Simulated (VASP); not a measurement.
All values below come from PBEsol GGA, VASP's PBE PAW potentials (set 64) (plane waves; VASP 6.6.1).

The input files of a VASP run:

**INCAR**
```
SYSTEM = BaTiO3
PREC = Accurate
ENCUT = 520
EDIFF = 1E-6
NELM = 100
ALGO = Normal
LREAL = .FALSE.
LASPH = .TRUE.
ISMEAR = 0
SIGMA = 0.05
GGA = PS
LMAXMIX = 4
LWAVE = .FALSE.
LCHARG = .FALSE.
IBRION = 2
ISIF = 3
NSW = 60
EDIFFG = -0.02
```

### KPOINTS
```
Automatic mesh
0
Gamma
5 5 5
0 0 0
```

File POSCAR:
```
BaTiO3
1.0
  2.8321404217   1.6351372404   2.3216166321
 -2.8321404217   1.6351372404   2.3216166321
  0.0000000000  -3.2702744807   2.3216166321
Ba Ti O
1 1 3
Direct
  0.0004703944   0.0004703944   0.0004703944
  0.5137200222   0.5137200222   0.5137200222
  0.4883711965   0.9801571903   0.4883711965
  0.4883711965   0.4883711965   0.9801571903
  0.9801571903   0.4883711965   0.4883711965
```

POTCAR, in this order: Ba_sv Ti_sv O (PBE.64 set). Program: vasp_std.

The run wrote:

### OSZICAR
```
       N       E                     dE             d eps       ncg     rms          rms(c)
DAV:   1     0.445676326264E+03    0.44568E+03   -0.21528E+04   912   0.181E+03
DAV:   2    -0.408473820275E+01   -0.44976E+03   -0.44038E+03  1120   0.483E+02
DAV:   3    -0.500381185175E+02   -0.45953E+02   -0.44832E+02  1360   0.144E+02
DAV:   4    -0.518950398519E+02   -0.18569E+01   -0.18557E+01  1296   0.275E+01
DAV:   5    -0.519514794138E+02   -0.56440E-01   -0.56438E-01  1272   0.361E+00    0.241E+01
DAV:   6    -0.421972552091E+02    0.97542E+01   -0.70023E+01  1464   0.781E+01    0.103E+01
DAV:   7    -0.421696966890E+02    0.27559E-01   -0.11752E+01  1184   0.257E+01    0.707E+00
DAV:   8    -0.420061314909E+02    0.16357E+00   -0.12927E+00  1240   0.114E+01    0.242E+00
DAV:   9    -0.420187593813E+02   -0.12628E-01   -0.19807E-01  1128   0.318E+00    0.105E+00
DAV:  10    -0.420103564719E+02    0.84029E-02   -0.81957E-02  1272   0.271E+00    0.443E-01
DAV:  11    -0.420086902399E+02    0.16662E-02   -0.15675E-02  1336   0.934E-01    0.117E-01
DAV:  12    -0.420085704415E+02    0.11980E-03   -0.32432E-03  1200   0.549E-01    0.779E-02
DAV:  13    -0.420085088511E+02    0.61590E-04   -0.27418E-04  1176   0.124E-01    0.186E-02
DAV:  14    -0.420085102453E+02   -0.13943E-05   -0.19623E-05  1256   0.334E-02    0.196E-02
DAV:  15    -0.420085090492E+02    0.11961E-05   -0.23891E-06   928   0.148E-02    0.109E-02
DAV:  16    -0.420085076946E+02    0.13545E-05   -0.58614E-06  1096   0.182E-02    0.205E-03
DAV:  17    -0.420085077132E+02   -0.18516E-07   -0.28985E-07   528   0.462E-03
   1 F= -.42008508E+02 E0= -.42008508E+02  d E =-.420085E+02
       N       E                     dE             d eps       ncg     rms          rms(c)
DAV:   1    -0.420087164742E+02   -0.20878E-03   -0.11316E-01  1072   0.430E+00    0.161E-01
DAV:   2    -0.420089908825E+02   -0.27441E-03   -0.90153E-03  1040   0.770E-01    0.107E-01
DAV:   3    -0.420089092157E+02    0.81667E-04   -0.83008E-04  1392   0.210E-01    0.476E-02
DAV:   4    -0.420088811585E+02    0.28057E-04   -0.16315E-04  1288   0.118E-01    0.289E-02
DAV:   5    -0.420088833122E+02   -0.21537E-05   -0.25409E-05  1232   0.404E-02    0.141E-02
DAV:   6    -0.420088854086E+02   -0.20964E-05   -0.59382E-06  1152   0.133E-02    0.640E-03
DAV:   7    -0.420088864750E+02   -0.10664E-05   -0.10424E-06   680   0.906E-03    0.764E-04
DAV:   8    -0.420088865067E+02   -0.31732E-07   -0.23870E-07   488   0.387E-03
   2 F= -.42008887E+02 E0= -.42008887E+02  d E =-.378794E-03
       N       E                     dE             d eps       ncg     rms          rms(c)
DAV:   1    -0.420088175601E+02    0.68915E-04   -0.14449E-01  1072   0.486E+00    0.181E-01
DAV:   2    -0.420091714278E+02   -0.35387E-03   -0.11470E-02  1040   0.868E-01    0.119E-01
DAV:   3    -0.420090685972E+02    0.10283E-03   -0.10523E-03  1400   0.236E-01    0.527E-02
DAV:   4    -0.420090333817E+02    0.35215E-04   -0.20671E-04  1288   0.133E-01    0.321E-02
DAV:   5    -0.420090360566E+02   -0.26749E-05   -0.31896E-05  1248   0.452E-02    0.157E-02
DAV:   6    -0.420090386744E+02   -0.26178E-05   -0.76745E-06  1232   0.150E-02    0.727E-03
DAV:   7    -0.420090399588E+02   -0.12844E-05   -0.13172E-06   704   0.103E-02    0.849E-04
DAV:   8    -0.420090399916E+02   -0.32776E-07   -0.28270E-07   472   0.423E-03
   3 F= -.42009040E+02 E0= -.42009040E+02  d E =-.532278E-03
```

**OUTCAR**
```
------------------------ aborting loop because EDIFF is reached ----------------------------------------
  FORCE on cell =-STRESS in cart. coord.  units (eV):
  Direction    XX          YY          ZZ          XY          YZ          ZX
  --------------------------------------------------------------------------------------
  Total       -0.0250210     -0.0250210     -0.0590704      0.0000000     -0.0000000     -0.0000000
  in kB       -0.6229307     -0.6229309     -1.4706354      0.0000000     -0.0000000     -0.0000000
  external PRESSURE =      -0.9054990 kB  Pullay stress =       0.0000000 kB
  volume of cell :       64.35
      direct lattice vectors                 reciprocal lattice vectors
     2.829374719  1.633540461  2.320619486     0.176717490  0.102027878  0.143639806
    -2.829374719  1.633540461  2.320619486    -0.176717490  0.102027878  0.143639806
    -0.000000000 -3.267080921  2.320619486     0.000000000 -0.204055756  0.143639806
 POSITION                                       TOTAL-FORCE (eV/Angst)
 -----------------------------------------------------------------------------------
     -0.00000      0.00000      0.00461         0.000000     -0.000000     -0.014275
     -0.00000      0.00000      3.56963         0.000000     -0.000000     -0.004303
     -1.39455      0.80515      4.54304         0.010023     -0.005786      0.006193
     -0.00000     -1.61029      4.54304         0.000000      0.011573      0.006193
      1.39455      0.80515      4.54304        -0.010023     -0.005786      0.006193
 -----------------------------------------------------------------------------------
    total drift:                                0.000000      0.000004      0.000340
  FREE ENERGIE OF THE ION-ELECTRON SYSTEM (eV)
  ---------------------------------------------------
  free  energy   TOTEN  =       -42.0090399916 eV

  energy  without entropy=      -42.0090399916  energy(sigma->0) =      -42.00903999

 reached required accuracy - stopping structural energy minimisation
```
(Selected blocks of OUTCAR.)

**CONTCAR**
```
BaTiO3
   1.00000000000000
     2.8293747190252190    1.6335404606140871    2.3206194856256346
    -2.8293747190252190    1.6335404606140871    2.3206194856256346
    -0.0000000000000000   -3.2670809211283141    2.3206194856256648
  Ba              Ti              O
     1     1     3
Direct
     0.0006625251924075    0.0006625251924075    0.0006625251924075
     0.5127411714665762    0.5127411714665762    0.5127411714665762
     0.4882675105405995    0.9811512821598388    0.4882675105405659
     0.4882675105405659    0.4882675105405659    0.9811512821598724
     0.9811512821598388    0.4882675105405995    0.4882675105405659
```

The structure comes from a computed database's BaTiO3 entry (R3m); how it stands against other phases isn't given here. This run relaxes it. Symmetry was kept, so distortions that lower it aren't found. The start is the result of an earlier pass.
